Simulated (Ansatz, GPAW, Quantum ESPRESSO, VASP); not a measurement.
## Code comparison for SnSe (Pnma, 8 atoms in the cell)

Self-consistent single point, at a second geometry (lattice scaled by 0.98). First geometry:

```
SnSe
1.0
   11.92574     0.00000     0.00000
    0.00000     4.21868     0.00000
    0.00000     0.00000     4.80621
Sn Se
4 4
Direct
  0.61879   0.75000   0.37655
  0.38121   0.25000   0.62345
  0.88121   0.25000   0.87655
  0.11879   0.75000   0.12345
  0.14855   0.25000   0.50918
  0.85145   0.75000   0.49082
  0.35145   0.75000   0.00918
  0.64855   0.25000   0.99082
```

Shared settings, as Ansatz (a first-principles code) writes them: kpoints.mp_grid.grid = 1 3 3; scf.occupations.method = fixed. Potentials and cutoffs stand in the table.

```json
[
 {"code": "Quantum ESPRESSO", "model": "PBE, GBRV 1.5 ultrasoft (PBE) pseudopotentials", "ΔF from the first geometry (meV/atom)": "-0.7", "pressure (GPa)": "1.27", "largest force (eV/Å)": "0.143", "gap on the mesh (eV)": "0.735", "cutoff": "40 Ry"},
 {"code": "VASP", "model": "PBE, VASP's PBE PAW potentials (set 64)", "ΔF from the first geometry (meV/atom)": "-0.1", "pressure (GPa)": "1.14", "largest force (eV/Å)": "0.142", "gap on the mesh (eV)": "0.735", "cutoff": "300 eV"},
 {"code": "GPAW", "model": "PBE, GPAW PAW datasets PBE (gpaw-data 1.0.1)", "ΔF from the first geometry (meV/atom)": "-2.1", "pressure (GPa)": "1.17", "largest force (eV/Å)": "0.143", "gap on the mesh (eV)": "0.732", "cutoff": "600 eV"},
 {"code": "Ansatz", "model": "PBE, default PAW files", "ΔF from the first geometry (meV/atom)": "-0.8", "pressure (GPa)": "1.29", "largest force (eV/Å)": "0.142", "gap on the mesh (eV)": "0.739", "cutoff": "30.9 Ry"}
]
```

Size of the force on each atom (eV/Å): Sizes of forces hide their directions.

| code | Sn1 | Sn2 | Sn3 | Sn4 | Se5 | Se6 | Se7 | Se8 |
|---|---|---|---|---|---|---|---|---|
| Quantum ESPRESSO | 0.053 | 0.053 | 0.053 | 0.053 | 0.143 | 0.143 | 0.143 | 0.143 |
| VASP | 0.048 | 0.048 | 0.048 | 0.048 | 0.142 | 0.142 | 0.142 | 0.142 |
| GPAW | 0.064 | 0.064 | 0.064 | 0.064 | 0.143 | 0.143 | 0.143 | 0.143 |
| Ansatz | 0.059 | 0.059 | 0.059 | 0.059 | 0.142 | 0.142 | 0.142 | 0.142 |

Gaps are read on the mesh.

The spread over the programs that give each value: ΔF from the first geometry within 2.0 meV/atom; pressure within 0.15 GPa; largest force within 0.001 eV/Å; gap on the mesh within 0.007 eV.

Ansatz's pressure is given at a fixed set of plane waves, as the other plane-wave codes print theirs.

The shared mesh is coarse (it stands for a supercell whose shortest vector is 12 Å), so the values are not converged in it.

VASP's run is marked for a possible Pulay error in its stress at this cutoff; no cutoff test was made.

VASP ran the fixed occupations as a Gaussian smearing of 0.01 eV.

The starting cell comes from a database of computed structures (which also holds hypothetical and non-ambient phases and stackings), without a prior relaxation at this level. Its lattice was rescaled by a random factor within 2.5 % of one. For this run, on top of that: lattice scaled by 0.98.

Left out of this page: ABINIT, CP2K and Elk (not drawn, or without a comparable value).

Keys are those of Ansatz 0.2.
